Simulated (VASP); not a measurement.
Output of a VASP run:

OUTCAR:
```
 ion  position               nearest neighbor table
   1  0.000  0.000  0.000-   2 2.95   2 2.95   2 2.95   2 2.95   2 2.95   2 2.95
   2  0.500  0.500  0.500-   1 2.95   1 2.95   1 2.95   1 2.95   1 2.95   1 2.95
  LATTYP: Found a face centered cubic cell.
 ALAT       =     5.9060069510
 Subroutine PRICEL returns:
 Original cell was already a primitive cell.
 Subroutine GETGRP returns: Found 48 space group operations
The static configuration has the point symmetry O_h .
The dynamic configuration has the point symmetry O_h .
 Subroutine INISYM returns: Found 48 space group operations
 Subroutine IBZKPT returns following result:
 Found     29 irreducible k-points:

 Following reciprocal coordinates:
            Coordinates               Weight
  0.000000  0.000000  0.000000      1.000000
  0.125000  0.000000  0.000000      8.000000
  0.250000  0.000000  0.000000      8.000000
  0.375000  0.000000  0.000000      8.000000
  0.500000  0.000000  0.000000      4.000000
  0.125000  0.125000  0.000000      6.000000
  0.250000  0.125000  0.000000     24.000000
  0.375000  0.125000  0.000000     24.000000
  0.500000  0.125000  0.000000     24.000000
 -0.375000  0.125000  0.000000     24.000000
 -0.250000  0.125000  0.000000     24.000000
 -0.125000  0.125000  0.000000     12.000000
  0.250000  0.250000  0.000000      6.000000
  0.375000  0.250000  0.000000     24.000000
  0.500000  0.250000  0.000000     24.000000
 -0.375000  0.250000  0.000000     24.000000
 -0.250000  0.250000  0.000000     12.000000
  0.375000  0.375000  0.000000      6.000000
  0.500000  0.375000  0.000000     24.000000
 -0.375000  0.375000  0.000000     12.000000
  0.500000  0.500000  0.000000      3.000000
  0.375000  0.250000  0.125000     24.000000
  0.500000  0.250000  0.125000     48.000000
 -0.375000  0.250000  0.125000     24.000000
  0.500000  0.375000  0.125000     24.000000
 -0.375000  0.375000  0.125000     48.000000
 -0.250000  0.375000  0.125000     24.000000
 -0.375000  0.500000  0.125000     12.000000
 -0.250000  0.500000  0.250000      6.000000
   k-points           NKPTS =     29   k-points in BZ     NKDIM =     29   number of bands    NBANDS=     14
   number of dos      NEDOS =    301   number of ions     NIONS =      2
   total plane-waves  NPLWV =  27000
   dimension x,y,z NGX =    30 NGY =   30 NGZ =   30
   dimension x,y,z NGXF=    60 NGYF=   60 NGZF=   60
   ions per type =               1   1
   PREC   = accura    normal or accurate (medium, high low for compatibility)
   ISTART =      0    job   : 0-new  1-cont  2-samecut
   ICHARG =      2    charge: 1-file 2-atom 10-const
   ISPIN  =      1    spin polarized calculation?
   LNONCOLLINEAR =      F non collinear calculations
   LSORBIT =      F    spin-orbit coupling
   INIWAV =      1    electr: 0-lowe 1-rand  2-diag
   ENCUT  =  500.0 eV  36.75 Ry    6.06 a.u.   7.61  7.61  7.61*2*pi/ulx,y,z
   NELM   =    100;   NELMIN=  2; NELMDL= -5     # of ELM steps
   EDIFF  = 0.1E-05   stopping-criterion for ELM
   LREAL  =      F    real-space projection
   NLSPLINE    = F    spline interpolate recip. space projectors
   LMAXMIX     =    4 max onsite mixed and CHGCAR
   VOSKOWN=      0    Vosko Wilk Nusair interpolation
   EDIFFG = -.2E-01   stopping-criterion for IOM
   NSW    =     40    number of steps for IOM
   NBLOCK =      1;   KBLOCK =     40    inner block; outer block
   IBRION =      2    ionic relax: 0-MD 1-quasi-New 2-CG
   NFREE  =      1    steps in history (QN), initial steepest desc. (CG)
   ISIF   =      3    stress and relaxation
   ISYM   =      2    0-nonsym 1-usesym 2-fastsym
   TEIN   =    0.0    initial temperature
   TEBEG  =    0.0;   TEEND  =   0.0 temperature during run
   SMASS  =  -3.00    Nose mass-parameter (am)
   PSTRESS=  200.0 pullay stress
   NELECT =      20.0000    total number of electrons
   EFERMI =   0.00;   METHOD = LEGACY
   ISMEAR =     0;   SIGMA  =   0.05  broadening in eV -4-tet -1-fermi 0-gaus
   IALGO  =     38    algorithm
...
```

**OSZICAR**
```
...
DAV:   3    -0.794388654167E+01   -0.11490E+02   -0.11402E+02  1088   0.101E+02
DAV:   4    -0.818119288950E+01   -0.23731E+00   -0.23721E+00   890   0.170E+01
DAV:   5    -0.818950208701E+01   -0.83092E-02   -0.83091E-02  1146   0.318E+00    0.310E+00
DAV:   6    -0.796644786588E+01    0.22305E+00   -0.55558E-01  1194   0.674E+00    0.193E+00
DAV:   7    -0.796029497229E+01    0.61529E-02   -0.11095E-01   962   0.205E+00    0.936E-01
DAV:   8    -0.796255163038E+01   -0.22567E-02   -0.96867E-03   956   0.139E+00    0.746E-02
DAV:   9    -0.796248879460E+01    0.62836E-04   -0.10891E-03  1230   0.447E-01    0.546E-02
DAV:  10    -0.796252644613E+01   -0.37652E-04   -0.12779E-04   920   0.111E-01    0.195E-02
DAV:  11    -0.796253207785E+01   -0.56317E-05   -0.62352E-05  1074   0.101E-01    0.118E-02
DAV:  12    -0.796253158356E+01    0.49429E-06   -0.39562E-06   974   0.147E-02
   1 F= -.15335633E+01 E0= -.15335157E+01  d E =-.153356E+01
       N       E                     dE             d eps       ncg     rms          rms(c)
DAV:   1    -0.179803165729E+02   -0.10018E+02   -0.28652E+02  1028   0.263E+02    0.205E+01
DAV:   2    -0.744388854038E+01    0.10536E+02   -0.25781E+01   980   0.155E+02    0.636E+00
DAV:   3    -0.624665047993E+01    0.11972E+01   -0.51003E+00  1012   0.475E+01    0.140E+00
DAV:   4    -0.627335776365E+01   -0.26707E-01   -0.24146E-01   988   0.478E+00    0.817E-01
DAV:   5    -0.629063361183E+01   -0.17276E-01   -0.21770E-02   948   0.135E+00    0.164E-01
DAV:   6    -0.629154573246E+01   -0.91212E-03   -0.25921E-03  1286   0.875E-01    0.607E-02
DAV:   7    -0.629146425697E+01    0.81475E-04   -0.22986E-04   886   0.123E-01    0.126E-02
DAV:   8    -0.629146393161E+01    0.32536E-06   -0.80784E-06   968   0.278E-02
   2 F= -.12554427E+01 E0= -.12554427E+01  d E =0.278121E+00
       N       E                     dE             d eps       ncg     rms          rms(c)
DAV:   1    -0.112904423723E+02   -0.49990E+01   -0.14189E+02  1028   0.291E+02    0.106E+01
DAV:   2    -0.820818927408E+01    0.30823E+01   -0.76385E+00   986   0.535E+01    0.419E+00
DAV:   3    -0.755418226366E+01    0.65401E+00   -0.30143E+00  1004   0.325E+01    0.678E-01
DAV:   4    -0.755709498806E+01   -0.29127E-02   -0.99651E-02   956   0.483E+00    0.232E-01
DAV:   5    -0.755603970173E+01    0.10553E-02   -0.58571E-03  1120   0.113E+00    0.122E-01
DAV:   6    -0.755562195928E+01    0.41774E-03   -0.20172E-03  1026   0.907E-01    0.536E-02
DAV:   7    -0.755563367357E+01   -0.11714E-04   -0.18109E-04  1042   0.183E-01    0.205E-02
DAV:   8    -0.755562659920E+01    0.70744E-05   -0.61144E-05   986   0.177E-01    0.215E-03
DAV:   9    -0.755562651249E+01    0.86712E-07   -0.21056E-06   638   0.248E-02
   3 F= -.16925603E+01 E0= -.16925603E+01  d E =-.158997E+00
       N       E                     dE             d eps       ncg     rms          rms(c)
DAV:   1    -0.753868517490E+01    0.16941E-01   -0.59942E-02  1034   0.493E+00    0.240E-01
DAV:   2    -0.753707086761E+01    0.16143E-02   -0.32857E-03  1004   0.125E+00    0.885E-02
DAV:   3    -0.753679164496E+01    0.27922E-03   -0.12135E-03  1022   0.689E-01    0.137E-02
DAV:   4    -0.753679769251E+01   -0.60476E-05   -0.29402E-05   830   0.683E-02    0.661E-03
DAV:   5    -0.753680124764E+01   -0.35551E-05   -0.41611E-06   962   0.306E-02    0.166E-03
DAV:   6    -0.753680098336E+01    0.26428E-06   -0.22621E-07   418   0.738E-03
   4 F= -.16928047E+01 E0= -.16928047E+01  d E =-.159241E+00
```

OUTCAR:
```
------------------------ aborting loop because EDIFF is reached ----------------------------------------
  FORCE on cell =-STRESS in cart. coord.  units (eV):
  Direction    XX          YY          ZZ          XY          YZ          ZX
  --------------------------------------------------------------------------------------
  Total        5.8280916      5.8280916      5.8280916      0.0000000      0.0000000     -0.0000000
  in kB      199.4556903    199.4556903    199.4556903      0.0000000      0.0000000     -0.0000000
  external PRESSURE =      -0.5443097 kB  Pullay stress =     200.0000000 kB
  volume of cell :       46.82
      direct lattice vectors                 reciprocal lattice vectors
     0.000000000  2.860576117  2.860576117    -0.174789965  0.174789965  0.174789965
     2.860576117 -0.000000000  2.860576117     0.174789965 -0.174789965  0.174789965
     2.860576117  2.860576117  0.000000000     0.174789965  0.174789965 -0.174789965
  FREE ENERGIE OF THE ION-ELECTRON SYSTEM (eV)
  ---------------------------------------------------
  free  energy   TOTEN  =        -7.5368009834 eV

  energy  without entropy=       -7.5368009833  energy(sigma->0) =       -7.53680098
  enthalpy is  TOTEN    =        -1.6928046567 eV   P V=        5.8439963266

 reached required accuracy - stopping structural energy minimisation
```
(Selected blocks of OUTCAR.)

POSCAR:
```
PbSe
1
    0.0000000000     2.9530034755     2.9530034755
    2.9530034755     0.0000000000     2.9530034755
    2.9530034755     2.9530034755     0.0000000000
Pb Se
1 1
Direct
  0.0000000000   0.0000000000   0.0000000000
  0.5000000000   0.5000000000   0.5000000000
```

Problem. Reconstruct the remaining input files.

Solution. Several could match; the one computed here: the input of the run itself, PBE GGA, plane waves, VASP's PBE PAW potentials (set 64).

**INCAR**
```
# general
SYSTEM  = PbSe
PREC    = Accurate
ENCUT   = 500   # plane-wave cut-off (eV)
LREAL   = F
LASPH   = T

# electronic loop
EDIFF   = 1E-6   # SCF stop (eV)
NELM    = 100
ALGO    = Normal
LMAXMIX = 4

# smearing
ISMEAR  = 0   # Gaussian
SIGMA   = 0.05

# functional
GGA     = PE   # PBE

# ions
IBRION  = 2   # conjugate gradients
NSW     = 40   # most ionic steps
ISIF    = 3
EDIFFG  = -0.02   # ionic stop
PSTRESS = 200   # kbar

# output
LWAVE   = F
LCHARG  = F
```

**KPOINTS**
```
Automatic mesh
0
Gamma
8 8 8
0 0 0
```

POTCAR, in this order: Pb_d Se (PBE.64 set). Program: vasp_std.

Energy and stress use the plane-wave basis of the starting cell.

The compound is PbSe in the rock salt structure. This run relaxes it under an external pressure of 20 GPa. Symmetry was kept, so distortions that lower it aren't found.
